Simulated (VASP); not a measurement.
Here is the system:

```yaml
crystal:
  lattice:
    - [2.15391, 1.24356, 7.02005]
    - [-2.15391, 1.24356, 7.02005]
    - [0.00000, -2.48713, 7.02005]
  atoms:
    - { symbol: Al, position: [0.99979, 0.99979, 0.99979] }
    - { symbol: Ga, position: [0.50000, 0.50000, 0.50000] }
    - { symbol: Sb, position: [0.12562, 0.12562, 0.12562] }
    - { symbol: Sb, position: [0.62461, 0.62461, 0.62461] }
```

Method: LDA (Ceperley-Alder, Perdew-Zunger), VASP's LDA PAW potentials (set 64) (plane waves; VASP). Settings: 400 eV cut-off, Gaussian smearing of 0.050 eV, potentials Al Ga_d Sb.

Unless said otherwise, spin-orbit coupling is left out, though it shifts the bands of the heavy elements here.

Problem. Give the energies of bands 8 to 16 at the high-symmetry points, in eV from the valence-band maximum.

Solution. 
```csv
band,Γ,T,H2,L,S0,F
8,-6.01,-4.01,-6.40,-6.13,-6.40,-6.55
9,-1.06,-3.42,-5.45,-5.27,-5.44,-5.72
10,-1.06,-0.73,-3.47,-3.05,-3.65,-2.45
11,0.00,-0.73,-3.41,-2.89,-3.29,-2.43
12,0.00,-0.55,-1.97,-1.93,-2.14,-1.05
13,0.00,-0.55,-1.94,-1.82,-1.86,-1.04
14,0.32,0.86,1.76,1.60,1.62,0.62
15,1.37,1.60,2.16,1.76,2.98,1.11
16,2.92,3.62,4.70,4.08,3.51,1.31
```

The gap is direct, 0.32 eV, from the valence maximum at Γ to the conduction minimum at Γ.

The structure comes from a computed database's AlGaSb2 entry (R3m); how it stands against other phases isn't given here. It was relaxed first.
